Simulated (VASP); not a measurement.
# Cd2TeO (I-42d) in VASP: relaxation of cell and atoms with PBE

Aim: the relaxation of cell and atoms of Cd2TeO with PBE.

All numbers are computed with VASP 6.6.1; they aren't measurements. Logs are shortened: lines on timing, memory, paths and dates and some standing lists are left out, and cuts for length are marked.

## 1. The structure

It takes space group I-42d (No. 122, tetragonal). The conventional cell has a = 5.590 Å, b = 5.590 Å, c = 11.170 Å, α = 90.00°, β = 90.00°, γ = 90.00°. Around Cd (site symmetry 2) lie 2 O at 2.22 Å. Around Te (site symmetry -4) lie 4 Cd at 2.67 Å. O (site symmetry -4) has 4 Cd at 2.22 Å as nearest neighbours.

The cell was built by a generator and needn't be a form met in nature.

## 2. Relaxation of cell and atoms, PBE

Input file INCAR:

```
SYSTEM = Cd2TeO
ALGO = Fast ; EDIFF = 1E-4
EDIFFG = -0.08 ; ENCUT = 520
GGA = PE ; IBRION = 2
ISIF = 3 ; ISMEAR = 0
LASPH = .TRUE. ; LCHARG = .FALSE.
LREAL = .FALSE. ; LWAVE = .FALSE.
NELM = 60 ; NSW = 24
PREC = Normal ; SIGMA = 0.15
```

Input file KPOINTS:

```
k-points
0
G
  4 4 4
  0 0 0
```

Input file POSCAR:

```
Cd2TeO
1.0
   -2.7950000000      2.7950000000      5.5850000000
    2.7950000000     -2.7950000000      5.5850000000
    2.7950000000      2.7950000000     -5.5850000000
Cd Te O
4 2 2
Direct
    0.1950000000      0.1250000000      0.5700000000
    0.5550000000      0.6250000000      0.4300000000
    0.8750000000      0.4450000000      0.0700000000
    0.3750000000      0.8050000000      0.9300000000
    0.0000000000      0.0000000000      0.0000000000
    0.7500000000      0.2500000000      0.5000000000
    0.5000000000      0.5000000000      0.0000000000
    0.2500000000      0.7500000000      0.5000000000
```

Potentials or basis: VASP PAW PBE potentials, release 64 (Cd, Te, O).

The run is started by

```console
> cat potpaw_PBE.64/Cd/POTCAR potpaw_PBE.64/Te/POTCAR potpaw_PBE.64/O/POTCAR > POTCAR
> mpirun -np 1 vasp_std > vasp.out
```

OUTCAR:

```text
SYSTEM = Cd2TeO
   EDIFF = 1E-4
   EDIFFG = -0.08
   ENCUT = 520
   GGA = PE
   IBRION = 2
   ISIF = 3
   ISMEAR = 0
   LASPH = .TRUE.
   LREAL = .FALSE.
   NELM = 60
   NSW = 24
   PREC = Normal

 ion  position               nearest neighbor table
   1  0.195  0.125  0.570-   7 2.22   8 2.22   5 2.67   6 2.67   2 3.44   2 3.44   4 3.71   3 3.71
                             3 3.71   4 3.71
   2  0.555  0.625  0.430-   8 2.22   7 2.22   6 2.67   5 2.67   1 3.44   1 3.44   3 3.71   4 3.71
                             4 3.71   3 3.71
   3  0.875  0.445  0.070-   7 2.22   8 2.22   6 2.67   5 2.67   4 3.44   4 3.44   2 3.71   1 3.71
                             1 3.71   2 3.71
   4  0.375  0.805  0.930-   7 2.22   8 2.22   5 2.67   6 2.67   3 3.44   3 3.44   2 3.71   2 3.71
                             1 3.71   1 3.71
   5  0.000  0.000  0.000-   1 2.67   4 2.67   3 2.67   2 2.67
   6  0.750  0.250  0.500-   3 2.67   2 2.67   1 2.67   4 2.67
   7  0.500  0.500  0.000-   1 2.22   3 2.22   4 2.22   2 2.22
   8  0.250  0.750  0.500-   1 2.22   2 2.22   3 2.22   4 2.22

  LATTYP: Found a body centered tetragonal cell.
 ALAT       =     5.5900000000
 C/A-ratio  =     1.9982110912

  Lattice vectors:

 A1 = (  -2.7950000000,   2.7950000000,   5.5850000000)
 A2 = (   2.7950000000,  -2.7950000000,   5.5850000000)
 A3 = (   2.7950000000,   2.7950000000,  -5.5850000000)

Analysis of symmetry for initial positions (statically):
=====================================================================
 Subroutine PRICEL returns:
 Original cell was already a primitive cell.

 Routine SETGRP: Setting up the symmetry group for a
 body centered tetragonal supercell.

 Subroutine GETGRP returns: Found  8 space group operations
 (whereof  4 operations were pure point group operations)
 out of a pool of 16 trial point group operations.

The static configuration has the point symmetry S_4 .
 The point group associated with its full space group is D_2d.

Analysis of symmetry for dynamics (positions and initial velocities):
=====================================================================
 Subroutine PRICEL returns:
 Original cell was already a primitive cell.

 Routine SETGRP: Setting up the symmetry group for a
 body centered tetragonal supercell.

 Subroutine GETGRP returns: Found  8 space group operations
 (whereof  4 operations were pure point group operations)
 out of a pool of 16 trial point group operations.

The dynamic configuration has the point symmetry S_4 .
 The point group associated with its full space group is D_2d.

 Subroutine INISYM returns: Found  8 space group operations
 (whereof  4 operations are pure point group operations),
 and found     1 'primitive' translations

----------------------------------------------------------------------------------------

                                     Primitive cell

  volume of cell :     174.5206

  direct lattice vectors                    reciprocal lattice vectors
    -2.795000000  2.795000000  5.585000000     0.000000000  0.178890877  0.089525515
     2.795000000 -2.795000000  5.585000000     0.178890877  0.000000000  0.089525515
     2.795000000  2.795000000 -5.585000000     0.178890877  0.178890877  0.000000000

  length of vectors
     6.842241957  6.842241957  6.842241957     0.200041904  0.200041904  0.252989904

  position of ions in fractional coordinates (direct lattice)
     0.195000000  0.125000000  0.570000000
     0.555000000  0.625000000  0.430000000
     0.875000000  0.445000000  0.070000000
     0.375000000  0.805000000  0.930000000
     0.000000000  0.000000000  0.000000000
     0.750000000  0.250000000  0.500000000
     0.500000000  0.500000000  0.000000000
     0.250000000  0.750000000  0.500000000

  ion indices of the primitive-cell ions
   primitive index   ion index
                 1           1
                 2           2
                 3           3
                 4           4
                 5           5
                 6           6
                 7           7
                 8           8

----------------------------------------------------------------------------------------

 KPOINTS: k-points

Automatic generation of k-mesh.
 Grid dimensions read from file:
 generate k-points for:    4    4    4

 Generating k-lattice:

  Cartesian coordinates                     Fractional coordinates (reciprocal lattice)
     0.000000000  0.044722719  0.022381379     0.250000000 -0.000000000  0.000000000
     0.044722719  0.000000000  0.022381379    -0.000000000  0.250000000  0.000000000
     0.044722719  0.044722719  0.000000000     0.000000000  0.000000000  0.250000000

  Length of vectors
     0.050010476  0.050010476  0.063247476

  Shift w.r.t. Gamma in fractional coordinates (k-lattice)
     0.000000000  0.000000000  0.000000000

 Subroutine IBZKPT returns following result:
 ===========================================

 Found     13 irreducible k-points:

 Following reciprocal coordinates:
            Coordinates               Weight
  0.000000  0.000000  0.000000      1.000000
  0.250000  0.000000  0.000000      8.000000
  0.500000  0.000000  0.000000      4.000000
  0.250000  0.250000  0.000000      8.000000
  0.500000  0.250000  0.000000     16.000000
 -0.250000  0.250000  0.000000      4.000000
  0.500000  0.500000  0.000000      2.000000
  0.250000  0.250000  0.250000      2.000000
 -0.250000  0.250000  0.250000      4.000000
  0.500000  0.500000  0.250000      4.000000
 -0.250000  0.500000  0.250000      8.000000
 -0.250000 -0.250000  0.250000      2.000000
  0.500000  0.500000  0.500000      1.000000
   k-points           NKPTS =     13   k-points in BZ     NKDIM =     13   number of bands    NBANDS=     43
   number of dos      NEDOS =    301   number of ions     NIONS =      8
   total plane-waves  NPLWV =  64000
   dimension x,y,z NGX =    40 NGY =   40 NGZ =   40
   dimension x,y,z NGXF=    80 NGYF=   80 NGZF=   80
   ions per type =               4   2   2
   NGX,Y,Z   is equivalent  to a cutoff of   9.72,  9.72,  9.72 a.u.
   NGXF,Y,Z  is equivalent  to a cutoff of  19.44, 19.44, 19.44 a.u.
 SYSTEM =  Cd2TeO
   PREC   = normal    normal or accurate (medium, high low for compatibility)
   ISTART =      0    job   : 0-new  1-cont  2-samecut
   ICHARG =      2    charge: 1-file 2-atom 10-const
   ISPIN  =      1    spin polarized calculation?
   LNONCOLLINEAR =      F non collinear calculations
   LSORBIT =      F    spin-orbit coupling
   LASPH  =      T    aspherical Exc in radial PAW
   ENCUT  =  520.0 eV  38.22 Ry    6.18 a.u.  12.72 12.72 12.72*2*pi/ulx,y,z
   NELM   =     60;   NELMIN=  2; NELMDL= -5     # of ELM steps
   EDIFF  = 0.1E-03   stopping-criterion for ELM
   LREAL  =      F    real-space projection
   EDIFFG = -.8E-01   stopping-criterion for IOM
   NSW    =     24    number of steps for IOM
   IBRION =      2    ionic relax: 0-MD 1-quasi-New 2-CG
   NFREE  =      1    steps in history (QN), initial steepest desc. (CG)
   ISIF   =      3    stress and relaxation
   ISYM   =      2    0-nonsym 1-usesym 2-fastsym
   POTIM  = 0.5000    time-step for ionic-motion
   TEBEG  =    0.0;   TEEND  =   0.0 temperature during run
   PSTRESS=    0.0 pullay stress
   NELECT =      72.0000    total number of electrons
   NUPDOWN=      -1.0000    fix difference up-down
   EMIN   =  10.00;   EMAX   =-10.00  energy-range for DOS
   EFERMI =   0.00;   METHOD = LEGACY
   ISMEAR =     0;   SIGMA  =   0.15  broadening in eV -4-tet -1-fermi 0-gaus
   EFERMI_NEDOS =   21; number of points for ismear=-14 and -15
   IALGO  =     68    algorithm
   IMIX   =      4    mixing-type and parameters
     AMIX     =   0.40;   BMIX     =  1.00
     AMIX_MAG =   1.60;   BMIX_MAG =  1.00
  volume/ion in A,a.u.               =      21.82       147.22
  Fermi-wavevector in a.u.,A,eV,Ry     =   1.218718  2.303044 20.208390  1.485275
  Thomas-Fermi vector in A             =   2.353995
   LORBIT       =      0    0 simple, 1 ext, 2 COOP (PROOUT), +10 PAW based schemes
   GGA     = PE    functional components
   LHFCALC =     F    Hartree Fock is set to
   AEXX    =    0.0000 exact exchange contribution
   IVDW    =     0    specifies the selected vdW correction
   LEPSILON=     F    determine dielectric tensor
   LRPA    =     F    only Hartree local field effects (RPA)
 conjugate gradient relaxation of ions
 non-spin polarized calculation
 RMM-DIIS sequential band-by-band and
 Gauss-broadening in eV      SIGMA  =   0.15
  energy-cutoff  :      520.00
  volume of cell :      174.52
 maximum number of plane-waves:      4741
   NGX = 25   NGY = 25   NGZ = 25

--------------------------------------- Ionic step        1  -------------------------------------------

 number of electron      72.0000024 magnetization

 Free energy of the ion-electron system (eV)
  ---------------------------------------------------
  ext. energy  EPLUGINS =         0.00000000
  ---------------------------------------------------
  free energy    TOTEN  =       -23.48936941 eV

  energy without entropy =      -23.48519156  energy(sigma->0) =      -23.48728048

------------------------ aborting loop because EDIFF is reached ----------------------------------------

  FORCE on cell =-STRESS in cart. coord.  units (eV):
  Direction    XX          YY          ZZ          XY          YZ          ZX
  --------------------------------------------------------------------------------------
  -------------------------------------------------------------------------------------
  Total       11.8880574     11.8880574     10.6194919      0.0000000      0.0000000     -0.0000000
  in kB      109.1376711    109.1376711     97.4916743      0.0000000      0.0000000     -0.0000000
  external PRESSURE =     105.2556721 kB  Pullay stress =       0.0000000 kB
[... 153 lines left out ...]
  energy  without entropy=      -24.3324727827  energy(sigma->0) =      -24.33567436

--------------------------------------- Ionic step        5  -------------------------------------------

 number of electron      72.0000030 magnetization

 Free energy of the ion-electron system (eV)
  ---------------------------------------------------
  ext. energy  EPLUGINS =         0.00000000
  ---------------------------------------------------
  free energy    TOTEN  =       -24.38041773 eV

  energy without entropy =      -24.37429401  energy(sigma->0) =      -24.37735587

 E-fermi :   2.0950     XC(G=0):  -9.3363

 val. band max:        1.9849912701   @ k =  -0.2500   0.2500   0.0000
 cond. band min:       3.2260906699   @ k =  -0.2500  -0.2500   0.2500
 fundamental gap:      1.2410993998
 Fermi energy:         2.0950285021

 k-point     1 :       0.0000    0.0000    0.0000
  band No.  band energies     occupation
      1     -15.2121      2.00000
      2     -15.0441      2.00000
      3      -8.7538      2.00000
      4      -8.1024      2.00000
      5      -5.9242      2.00000
      6      -5.9114      2.00000
[... 622 lines left out ...]
  FREE ENERGIE OF THE ION-ELECTRON SYSTEM (eV)
  ---------------------------------------------------
  free  energy   TOTEN  =       -24.3804177276 eV

  energy  without entropy=      -24.3742940115  energy(sigma->0) =      -24.37735587

 reached required accuracy - stopping structural energy minimisation
```

Run time: 4.1 min. Hardware: 1 thread of AMD EPYC 7R13 (Zen 3), shared host; peak memory 0.26 GiB.

Results:

- Free energy: -24.3804 eV
- Relaxed volume: 24.62 Å³/atom
- Relaxed cell: a = 7.067 Å, b = 7.067 Å, c = 7.067 Å, α = 130.95°, β = 130.95°, γ = 71.89°
- Space group after relaxing (to 0.05 Å): I-42d (No. 122)
- Energy gained by relaxing: 111.4 meV/atom
- Ionic steps: 5
- Pressure after relaxing: 0.2 GPa
- Largest force after relaxing: 0.019 eV/Å
- Band gap on the k mesh: none (metal or under the smearing width)

Forces on the atoms (eV/Å):
```
Cd   0.000  0.019  0.000
Cd   0.000 -0.019  0.000
Cd   0.019  0.000  0.000
Cd  -0.019  0.000  0.000
Te   0.000  0.000  0.000
Te   0.000  0.000  0.000
O    0.000  0.000  0.000
O    0.000  0.000  0.000
```

The path:
| step | energy change (eV) | largest force (eV/Å) | pressure (GPa) | volume (Å³) |
| --- | --- | --- | --- | --- |
| 1 | 0.0000 | 1.0666 | 10.53 | 174.52 |
| 2 | -0.6579 | 0.2747 | -3.60 | 213.28 |
| 3 | -0.8092 | 0.4657 | -0.42 | 199.90 |
| 4 | -0.8495 | 0.3267 | -0.20 | 199.00 |
| 5 | -0.8910 | 0.0191 | 0.24 | 196.93 |

Final structure:
```yaml
crystal:
  lattice:
    - [-2.93345, 2.93345, 5.72134]
    - [2.93345, -2.93345, 5.72134]
    - [2.93345, 2.93345, -5.72134]
  atoms:
    - { symbol: Cd, position: [0.21373, 0.12500, 0.58873] }
    - { symbol: Cd, position: [0.53627, 0.62500, 0.41127] }
    - { symbol: Cd, position: [0.87500, 0.46373, 0.08873] }
    - { symbol: Cd, position: [0.37500, 0.78627, 0.91127] }
    - { symbol: Te, position: [0.00000, 0.00000, 0.00000] }
    - { symbol: Te, position: [0.75000, 0.25000, 0.50000] }
    - { symbol: O, position: [0.50000, 0.50000, 0.00000] }
    - { symbol: O, position: [0.25000, 0.75000, 0.50000] }
```

Caveat: the k mesh is coarse (spacing up to 0.40 Å⁻¹), so the values aren't converged; the relaxation stopped at a loose force limit of 0.08 eV/Å, so its end isn't a converged minimum.
